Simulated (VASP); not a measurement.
Data:

```yaml
crystal:
  lattice:
    - [0.02178, 2.17758, 2.17758]
    - [2.19936, 0.00000, 2.19936]
    - [2.17758, 2.17758, 0.02178]
  atoms:
    - { symbol: Si, position: [0.00000, 0.00000, 0.00000] }
    - { symbol: C, position: [0.25000, 0.25000, 0.25000] }
```

The numbers are results of r2SCAN meta-GGA, VASP's PBE PAW potentials (set 64) (plane waves; VASP 6.6.1), not measurements. Settings: 600 eV cut-off, 10×10×10 Γ-centred mesh, Gaussian smearing of 0.050 eV, potentials Si C.

**Question.** Give the stress tensor in GPa (positive for a compressed cell).

**Answer.** 
```
-0.02   0.00  -5.72
 0.00  -0.12   0.00
-5.72   0.00  -0.02
```
The pressure is its mean diagonal, -0.05 GPa.

The compound is SiC in the zinc blende structure. This cell was strained or had an atom moved on purpose.
